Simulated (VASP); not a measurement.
Here is the system:

```
CELL_PARAMETERS angstrom
      0.00000     3.20940     3.20940
      3.20940     0.00000     3.20940
      3.20940     3.20940     0.00000
ATOMIC_POSITIONS crystal
  Cd 0.00000 0.00000 0.00000
  Se 0.25000 0.25000 0.25000
```

Level of theory: RPBE GGA, VASP's PBE PAW potentials (set 64) (plane waves; VASP 6.6.1). Numerical set-up: 520 eV cut-off, 7×7×7 Γ-centred mesh, Gaussian smearing of 0.050 eV, potentials Cd Se.

Problem. The job: CdSe (zinc blende), 2 atoms, RPBE, static run, 520 eV, 7×7×7 Γ-centred mesh. Roughly how much core time does it take on a busy server core?

Solution. About 10 core-seconds (one run on a shared machine, a rough figure). It had 20 irreducible k-points, 13 bands, up to 1807 plane waves and 16 electronic steps.

The compound is CdSe in the zinc blende structure, whereas wurtzite is the usual form. This cell is one point of a volume scan, at 1.06 of the reference volume.
